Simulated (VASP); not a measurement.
Here is the system:

```
BN
1.0
    1.27122    -2.20182     0.02542
    1.27122     2.20182     0.02542
    0.08410     0.00000     4.20502
B N
2 2
Cartesian
  1.31329  -0.73394   2.12898
  1.27124   0.73394   0.02647
  1.34479  -0.73394   3.70377
  1.30274   0.73394   1.60126
```

Calculation: PBEsol GGA, VASP's PBE PAW potentials (set 64) (plane waves; VASP). Run with 600 eV cut-off, 10×10×6 Γ-centred mesh, Gaussian smearing of 0.050 eV, potentials B N.

Problem. What does the run give for the energy per atom (σ→0)?

Solution. 
```
Quantity                        Value
---------------------  --------------
energy per atom (σ→0)  -9.148 eV/atom
```

Only differences to runs with the same potentials and settings are physical.

The compound is BN in the wurtzite structure, a metastable high-pressure form. This cell was strained or had an atom moved on purpose.
